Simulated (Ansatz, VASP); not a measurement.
# Pd2Pt (Pd-Pt-Pd stack, (111) layers) in two plane-wave programs

Wanted: the spread between two codes on one cell, functional and k mesh. The cell is taken from a series of runs on this material, whose earlier steps may have relaxed, scaled, displaced or heated it; both programs get it as it stands.

Program: Ansatz 0.2.0. Level of theory: plane waves, with VASP 6.6.1 beside it; PBE. Results are calculated unless marked as measured.

## (1) Set-up

The cell holds 3 atoms: 2 Pd and 1 Pt. Cell: a = 2.724 Å, b = 2.724 Å, c = 32.853 Å, α = 90.0°, β = 90.0°, γ = 120.0°. It derives from Pd2Pt. Vacuum lies along c.

As a file:

```cif
data_structure
_symmetry_space_group_name_H-M 'P 1'
_symmetry_Int_Tables_number 1
_cell_length_a 2.7238
_cell_length_b 2.7238
_cell_length_c 32.8529
_cell_angle_alpha 90.000
_cell_angle_beta 90.000
_cell_angle_gamma 120.000
_cell_volume 211.08
loop_
_atom_site_label
_atom_site_type_symbol
_atom_site_fract_x
_atom_site_fract_y
_atom_site_fract_z
_atom_site_occupancy
Pd1 Pd 0.00000 0.00000 0.16465 1
Pd2 Pd 0.66667 0.33333 0.30796 1
Pt3 Pt 0.33333 0.66667 0.23630 1
```

## (2) Ansatz: zone-centre phonons, PBE

Ansatz runs on its default PAW (the set named soft_2) files.

Second derivatives magnify differences that forces hide, and they need a tight electronic threshold.

The input, input.yaml:

```yaml
crystal:
  lattice:
    - [2.7237927052, 0.0, 0.0]
    - [-1.3618963526, 2.3588736774, 0.0]
    - [0.0, 0.0, 32.8528545601]
  atoms:
    - { symbol: Pd, position: [0.0, 0.0, 0.1646460178] }
    - { symbol: Pt, position: [0.3333333333, 0.6666666667, 0.2363026015] }
    - { symbol: Pd, position: [0.6666666667, 0.3333333333, 0.3079591852] }
  periodic: [true, true, false]
kpoints:
  mp_grid: { grid: [9, 9, 1] }
hamiltonian:
  xc: pbe
scf:
  occupations: { method: methfessel_paxton, width: 0.2 }
output:
  eigenvalues: true
phonons:
  method: dfpt
  qmesh: [3, 3, 1]
  temperatures: { t_max: 1000, t_step: 50 }
  qpath:
    path:
      - [0.0, 0.0, 0.0]
      - [0.5, 0.0, 0.0]
      - [0.33333333, 0.33333333, 0.0]
      - [0.0, 0.0, 0.0]
    npoints: 10
  electrical_resistivity:
    mesh: [18, 18, 1]
    temperatures: [20.0, 50.0, 77.0, 100.0, 150.0, 200.0, 300.0, 400.0, 600.0, 800.0]
```

Started as:

```console
$ ansatz run input.yaml --threads 4 --pin off --max-ram 16384MiB --backend cpu --events-out ev --progress --plain --runs-dir out
```

Numbers of over 12 decimals in the logs are rounded to 6 here.

Output:

```text
Warning: crystal.symmetry: narrowed to the stabiliser of the run's FFT grids — unitary ops 12 → 6. A phonons.method: dfpt run fills in the rows of the dynamical matrix that it does not solve by its symmetry operations, which is exact only for operations that map its FFT grids onto themselves: filled in by any other, the frequencies could depend on the order in which like atoms are typed, or, by more than the grids' own error, on where the crystal sits among the grids' points. Excluded: 6 operations. The run can therefore solve more perturbations, solve them on more k-points, or both, and cost more. [rest of the remark cut]
Engine: ansatz 0.2.0, aarch64-unknown-linux-gnu
Pseudopotentials: kind: paw
Pseudopotential: Pd, paw, valence charge 18, recommended cutoff 420 eV (normal), Pd.paw.azcp
Pseudopotential: Pt, paw, valence charge 18, recommended cutoff 420 eV (normal), Pt.paw.azcp
Functional definition: PBE
  parameter kappa = 0.804
  parameter beta = 0.066725
  exchange = pbe_x(kappa = kappa, mu = beta*pi^2/3)
  correlation = pbe_c(beta = beta)
Crystal: 3 atoms, lattice volume = 211.082 Å³
Basis set: ecut = 420 eV, 4171 PW (Γ), exchange–correlation on 40×40×450 points (8 copies of the dense FFT grid, shifted against one another)
Bands: 33, of which v1, the nominal top of the filled ones, is band 27 counted from 1 (26 counted from 0)
Symmetry: 12 space group operations
k-points: 12 of 81 (irreducible under 6 space group operations, time reversal used)
Non-local potential: Pd, projectors of the file, l = 0: 2, l = 1: 2, l = 2: 2, l = 3: 1
Non-local potential: Pt, projectors of the file, l = 0: 3, l = 1: 2, l = 2: 2, l = 3: 1
PAW form: soft (Blöchl's): semilocal exchange-correlation on the pseudo side does not see the compensation charge
PAW one-centre angular grid: Pd, 590 points (default); XC on 64 Gauss nodes
PAW one-centre angular grid: Pt, 590 points (default); XC on 64 Gauss nodes
Initial density: superposition of atomic densities (neutral atoms: chi_scale 0, normalization atom), corrected by the library's trained network
Initial wavefunctions: pseudopotential atomic-orbital guess
Functional: x = pbe(κ = 0.804, μ = 0.219515), c = pbe(β = 0.066725)
SCF iter   1: F=—  HF=-26467.682450 eV  |F-HF|=—  |Δ(HF+E_count)|=         —  Δρ=6.39e-3  dr2=1.15e-1  ethr=1.77e-3  ⟨swp⟩=14.4  Hψ=3048  notcnv=0
preconditioner: auto → LDOS  [metal: Δε(μ)=0.131 eV  Ē_g=7.268 eV  σ=0.200 eV  W_gap=0.46  n_scr=22 (ndim 8)  ℏωp=14.0 eV  f_vac=0.741  D(μ)=3.54/eV (n_scr^D=18)  β→1.0]
SCF iter   2: F=—  HF=-26467.764111 eV  |F-HF|=—  |Δ(HF+E_count)|=   8.17e-2  S|Δr|=    0.00e0  Δρ=8.15e-3  dr2=5.02e-1  ethr=2.14e-4  ⟨swp⟩=4.2  Hψ=1275  notcnv=0  defer=11  recentre
SCF iter   3: F=—  HF=-26467.672516 eV  |F-HF|=—  |Δ(HF+E_count)|=   9.16e-2  S|Δr|=    0.00e0  Δρ=2.69e-3  dr2=3.81e-2  ethr=2.14e-4  ⟨swp⟩=3.7  Hψ=939  notcnv=0  defer=11
[...]
Stability not checked: this state was not tested for a lower state beside it, because cold or Methfessel-Paxton smearing, or corrected tetrahedra, fill the levels in a way that the test cannot read (fill_not_monotonic; see scf.lower_state_search)
Free energy (F): -26467.669595 eV
Harris-Foulkes:  -26467.669595 eV  (|F-HF|=1.38e-10)
Internal energy: -26467.689013 eV  (E = F + TS)
E sigma→0 (E₀):  -26467.674450 eV
Entropy (-TS):   0.019418 eV (6.473 meV/atom)
Fermi energy:    -5.249191 eV
--- Per-component energies (eV) ---
  E_band       = -1802.158837
  E_kinetic    = 1664.449595
  E_local      = -249637.068899  (includes V_loc(G=0)·N_el)
  E_nonlocal   = 635.346956
  E_hartree    = 123603.815474
  E_xc         = -597.422053
  E_vxc        = -723.634026  (∫ρ·V_xc dr)
  E_paw        = -16955.401821  (= ΣΔE_a)
  E_vpaw       = -948.883576  (= ΣTr[D̂ρ^β])
  E_aug_tail   = 0.000634  (compensation charges beyond the density's cutoff)
  E_ewald      = 114818.591101
  E_smearing   = 0.019418  (= −TS)
  E_closure    = 0.000000  (closes the sum)
  Σ components = -26467.669595   (vs F -26467.669595, Δ=0.00e0)
--- Band table (eV; the first three rows and the last of 12) ---
  k-point 0: bands = [... 23 lower, -6.2878, -6.2878, -5.8835, -5.8835, -5.5451, -5.3338, -5.3338, -4.2354, ... 2 higher]
  k-point 1: bands = [... 23 lower, -6.6441, -6.4380, -6.4300, -5.9057, -5.8681, -5.3237, -4.7135, -2.9885, ... 2 higher]
  k-point 2: bands = [... 23 lower, -6.9279, -6.7016, -6.4680, -5.9771, -5.6189, -5.3251, -3.6486, -1.1327, ... 2 higher]
  k-point 11: bands = [... 23 lower, -6.8138, -5.7230, -5.7230, -5.4189, 0.2299, 1.6078, 1.6078, 2.1402, ... 2 higher]
--- Phonons (Γ-DFPT): 6 representative perturbations + reference (Σ response iterations 32) ---
  ASR residual: 7.209e-5 → 0.000e0 eV/Å²; symmetrization residual: 2.130e-7 eV/Å²
  The last average, over the group as it would stand without the narrowing to the FFT grids, took up to 1.180e-7 eV/Å² of the zone centre's force constants
  ASR residual per site (eV/Å²): 4.49e-5 7.21e-5 4.50e-5
  Γ frequencies (cm⁻¹): 0.00 0.00 0.00 27.85 27.85 55.34 55.34 117.86 165.11
--- Phonons (arbitrary-q DFPT): 3 irreducible q on the 3×3×1 mesh ---
  q = [0.0000, 0.0000, 0.0000] (star 1, of the zone-centre solve; hermiticity 4.17e-8, symmetrization 1.23e-12, taken by the last average 1.16e-8): -0.00 0.00 0.00 27.85 27.85 55.34 55.34 117.86 165.11
  q = [0.0000, 0.3333, 0.0000] (star 6, 9 solved perturbations on 45 of 81 k-point pairs; hermiticity 5.55e-8, symmetrization 3.24e-11, taken by the last average 6.70e-9): 49.49 97.57 98.89 115.53 119.83 129.58 169.59 185.19 190.27
  q = [0.3333, 0.3333, 0.0000] (star 2, 6 solved perturbations in 192 linear systems a pass and spin channel, the states on 45 of 81 k-point pairs; hermiticity 2.58e-8, symmetrization 4.94e-9, taken by the last average 6.31e-9): 89.08 100.65 100.65 159.92 159.92 180.45 180.45 182.32 186.37
  sum rule: each row above includes the acoustic sum rule's correction from the zone centre's row sums; it moved no ω² by more than (0.34 cm⁻¹)²
  mesh force constants: q→R imaginary residual 0.00e0; ASR residual 7.209e-5 → 0.000e0 eV/Å²; symmetrization residual 8.882e-15 eV/Å²
  interpolated dispersion: 31 rows × 9 modes
  density of states and harmonic sums: on the 27×27×1 q-mesh, interpolated from the force constants of a 3×3×1 supercell (no non-analytic term)
  largest difference from the sums on the solved wave vectors: F 8.03e-2 eV, S 1.09e-4 and C_V 2.84e-5 eV/K
  zero-point energy: 0.070288 eV/cell   skipped modes (ω ≤ 0): 3   left out of the sums: 4.57e-4 of the cell's modes: C_V's classical limit lies that fraction below 3 k_B per atom; for a crystal, a wire or a layer, F and S can be off by more, and a phonons.interpolated_qmesh denser along its periods is the remedy for the sampling
--- Electrical resistivity: potentials and phonons of a 3×3×1 supercell ---
  scattering by harmonic phonons alone, with no dipole-dipole term; scattering by other electrons, impurities, surfaces and spin disorder is left out, and so is spin–orbit coupling
  the resistivity is that of a variational response, whose dependence on the energy is improved iteratively
  tensors lie in the sheet's plane, the Hall coefficient along its normal; that, the resistivity and the plasma energy are of the whole cell, vacuum included; the cell is 32.853 Å high
  at the Fermi level of each mesh (of a tensor half of its trace):
           mesh   spin    states/(eV spin)  plasma energy (eV)         λ      λ_tr    ħω_log (meV)
        18×18×1                     2.0179              3.4454    0.3906    0.4559           8.976
          9×9×1                     1.6222              3.1832    0.2913    0.3498           9.054
  resistivity on the deck's mesh, µΩ·cm:
     T (K)       trace/2  mesh converged            xx            yy            zz    lowest order   relaxation time
     20.00     2.6538e-1              no     2.6538e-1     2.6538e-1      0.0000e0       4.4883e-1         3.5073e-1
     50.00      3.3242e0              no      3.3242e0      3.3242e0      0.0000e0        4.2430e0          3.4437e0
     77.00      7.6515e0              no      7.6515e0      7.6515e0      0.0000e0        8.9142e0          7.6438e0
    100.00      1.1418e1              no      1.1418e1      1.1418e1      0.0000e0        1.3009e1          1.1310e1
    150.00      1.9392e1              no      1.9392e1      1.9392e1      0.0000e0        2.2185e1          1.9114e1
    200.00      2.7241e1              no      2.7241e1      2.7241e1      0.0000e0        3.1841e1          2.6824e1
    300.00      4.2740e1              no      4.2740e1      4.2740e1      0.0000e0        5.1643e1          4.2071e1
    400.00      5.8102e1             yes      5.8102e1      5.8102e1      0.0000e0        7.1234e1          5.7204e1
    600.00      8.8563e1              no      8.8563e1      8.8563e1      0.0000e0        1.0948e2          8.7298e1
    800.00      1.1712e2              no      1.1712e2      1.1712e2      0.0000e0        1.4672e2          1.1600e2
  sheet resistance at 20 K: 0.8078 Ω
  mean free path at 20 K (of a tensor half of its trace): 1252 nm by what each carries, 746 by the Fermi surface alone
  sheet resistance at 50 K: 10.12 Ω
  mean free path at 50 K (of a tensor half of its trace): 88.5 nm by what each carries, 59.6 by the Fermi surface alone
  sheet resistance at 77 K: 23.29 Ω
  mean free path at 77 K (of a tensor half of its trace): 36.0 nm by what each carries, 25.9 by the Fermi surface alone
  sheet resistance at 100 K: 34.75 Ω
  mean free path at 100 K (of a tensor half of its trace): 23.6 nm by what each carries, 17.3 by the Fermi surface alone
  sheet resistance at 150 K: 59.03 Ω
  mean free path at 150 K (of a tensor half of its trace): 13.7 nm by what each carries, 10.2 by the Fermi surface alone
  sheet resistance at 200 K: 82.92 Ω
  mean free path at 200 K (of a tensor half of its trace): 9.81 nm by what each carries, 7.27 by the Fermi surface alone
  sheet resistance at 300 K: 130.1 Ω
  mean free path at 300 K (of a tensor half of its trace): 6.38 nm by what each carries, 4.63 by the Fermi surface alone
  sheet resistance at 400 K: 176.9 Ω
  mean free path at 400 K (of a tensor half of its trace): 4.76 nm by what each carries, 3.41 by the Fermi surface alone
  sheet resistance at 600 K: 269.6 Ω
  mean free path at 600 K (of a tensor half of its trace): 3.23 nm by what each carries, 2.24 by the Fermi surface alone
  sheet resistance at 800 K: 356.5 Ω
  mean free path at 800 K (of a tensor half of its trace): 2.64 nm by what each carries, 1.69 by the Fermi surface alone
  the resistivity times a path that all electrons share, by the Fermi surface of the deck's mesh alone (half of the trace): 1.980e-15 Ω·m²
  not converged in the mesh (λ; λ_tr; the resistivity at 20 K by 24.06 %; the resistivity at 50 K by 11.43 %; the resistivity at 77 K by 10.11 %; the resistivity at 100 K by 9.36 %; the resistivity at 150 K by 8.13 %; the resistivity at 200 K by 6.58 %; the resistivity at 300 K by 2.67 %; the resistivity at 600 K by 4.47 %; the resistivity at 800 K by 5.81 %): between neighbouring meshes, the two finest first, λ move [...]
  vibrations of 9 cells: unjudged by the run; compare a larger repeat
  the changes of the potential over all sites missed a rigid shift's by 0.27 % (the site terms' by 0.01 %)
  at the force constants' own smearing the fine mesh and the k-points of their solves give squared frequencies that differ by 18.3 % of the larger at the most, at (0.3333, 0.3333, 0)
```

Reading the cycles: dr2 is the Hartree energy of the density residual (eV), the measure of convergence; HF is the Harris–Foulkes estimate of the energy, which meets the free energy F at convergence.

[end of part 1 of 2]

[Lines on the potential files, build, host, timing and source positions are cut from VASP's logs without a mark.]

[Logs are printed without paths, hosts, clocks, repeated set-up lines and the standing remarks that a program may print on its own settings, such as how far it seeks lower states.]

[Hosts, paths, dates, database ids (printed as entryN), source tags and the programs' standing remarks are cut or masked in the printed files.]
